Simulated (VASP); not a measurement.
# CHBrClF: convergence, excited state by fixed occupations

CHBrClF, molecule in box, 5 atoms in the cell. PBE, excited states by fixed occupations; PAW potentials F, C, Cl, Br, H (PBE set). VASP 6.6.1.

Wanted: vertical excitation within 0.03 eV; triplet within 0.03 eV.

Electron moved: highest filled to lowest empty level.

POSCAR:
```
HCBrClF
1.0
   10.7300000000      0.0000000000      0.0000000000
    0.0000000000     10.4030000000      0.0000000000
    0.0000000000      0.0000000000     11.0830000000
F C Cl Br H
1 1 1 1 1
Direct
    0.4533914800      0.5128422000      0.6120079100
    0.5017148500      0.5067767600      0.5007534300
    0.6272064700      0.3989157200      0.4988676000
    0.3727935300      0.4572919900      0.3879920900
    0.5350053100      0.6010842800      0.4734857000
```

The series start from Algorithm at fixed occupations: Damped, LDIAG false; Cutoff (eV): 400; SCF threshold (eV): 1e-5; Vacuum (Å): 8. Each series keeps the choices made before it, and each single choice may use up half of a tolerance. Times cover all steps of a run.

## Algorithm at fixed occupations

| Algorithm at fixed occupations | Vertical excitation (eV) | Triplet (eV) | Time (s) |
|---|---|---|---|
| Damped, LDIAG false | 5.275 | 5.094 | 72 |
| All, LDIAG false | 5.275 | 5.094 | 84 |
| VeryFast, LDIAG false | 5.275 | 5.094 | 104 |
| Normal | 5.275 | 5.094 | 98 |

## Cutoff (eV)

| Cutoff (eV) | Vertical excitation (eV) | Triplet (eV) | Time (s) |
|---|---|---|---|
| 300 | 5.279 | 5.098 | 42 |
| 350 | 5.276 | 5.095 | 58 |
| 400 | 5.275 | 5.094 | 72 |
| 450 | 5.275 | 5.094 | 82 |
| 520 | 5.274 | 5.093 | 102 |
| 650 (reference) | 5.273 | 5.092 | 153 |

## SCF threshold (eV)

| SCF threshold (eV) | Vertical excitation (eV) | Triplet (eV) | Time (s) |
|---|---|---|---|
| 0.0001 | 5.279 | 5.098 | 36 |
| 1e-5 | 5.279 | 5.098 | 42 |
| 1e-6 (reference) | 5.279 | 5.098 | 54 |

## Vacuum (Å)

| Vacuum (Å) | Vertical excitation (eV) | Triplet (eV) | Time (s) |
|---|---|---|---|
| 6 | 5.262 | 5.082 | 21 |
| 8 | 5.279 | 5.098 | 36 |
| 10 | 5.282 | 5.101 | 60 |
| 12 (reference) | 5.283 | 5.102 | 104 |

## Question

The rows run from the loosest to the tightest (no order: algorithm at fixed occupations). For each series: choose the loosest value from which every tighter one stays within half of the tolerance; where there is no order, keep the first row unless others stay within half of the tolerance and take at least 30 % less time, and then take the fastest.

## Answer

- Algorithm at fixed occupations: Damped, LDIAG false
- Cutoff (eV): 300
- SCF threshold (eV): 0.0001
- Vacuum (Å): 8

## All choices together

| Input | Vertical excitation (eV) | Triplet (eV) | Time (s) |
|---|---|---|---|
| fixed occupations from random orbitals (naive) | 5.275 | 5.094 | 105 |
| chosen settings | 5.279 | 5.098 | 36 |
| reference settings throughout | 5.277 | 5.095 | 500 |

The tolerance is met.

## The input

INCAR.step1:
```
SYSTEM = HCBrClF
ALGO = Normal ; EDIFF = 1E-4
ENCUT = 300 ; GGA = PE
ISMEAR = 0 ; ISPIN = 2
ISYM = 0 ; LASPH = .TRUE.
LCHARG = .FALSE. ; LMAXMIX = 4
LORBIT = 11 ; LREAL = .FALSE.
LWAVE = .TRUE. ; MAGMOM = 5*0
NBANDS = 21 ; NELM = 200
NUPDOWN = 0 ; PREC = Accurate
SIGMA = 0.01
```

INCAR.step2:
```
SYSTEM = HCBrClF
ALGO = Damped ; EDIFF = 1E-4
ENCUT = 300 ; FERDO = 12*1 1*0 1*1 10*0
FERWE = 13*1 11*0 ; GGA = PE
ISMEAR = -2 ; ISPIN = 2
ISTART = 1 ; ISYM = 0
LASPH = .TRUE. ; LCHARG = .FALSE.
LDIAG = .FALSE. ; LMAXMIX = 4
LORBIT = 11 ; LREAL = .FALSE.
LWAVE = .FALSE. ; MAGMOM = 5*0
NBANDS = 24 ; NELM = 300
PREC = Accurate ; SIGMA = 0.01
TIME = 0.4
```

INCAR.step3, as INCAR.step2 but for:
```
- FERDO = 12*1 1*0 1*1 10*0
- FERWE = 13*1 11*0
+ FERDO = 12*1 12*0
+ FERWE = 14*1 10*0
```

KPOINTS:
```
k-points
0
Gamma
  1 1 1
```

Commands (each step's output is kept before the next begins):
```
cat potpaw_PBE.64/F/POTCAR potpaw_PBE.64/C/POTCAR potpaw_PBE.64/Cl/POTCAR potpaw_PBE.64/Br/POTCAR potpaw_PBE.64/H/POTCAR > POTCAR
cp INCAR.step1 INCAR
mpirun -np 4 vasp_gam > vasp.out
cp WAVECAR WAVECAR.0
cp INCAR.step2 INCAR
mpirun -np 4 vasp_gam > vasp.out
cp WAVECAR.0 WAVECAR
cp INCAR.step3 INCAR
mpirun -np 4 vasp_gam > vasp.out
```

The naive input happens to agree within the tolerance here, in 105 s.

Limits: The excited determinant mixes singlet and triplet.

The chosen input took VASP 6.6.1 36 s on 4 cores (Intel Xeon Platinum 8488C (Sapphire Rapids)), a shared host.
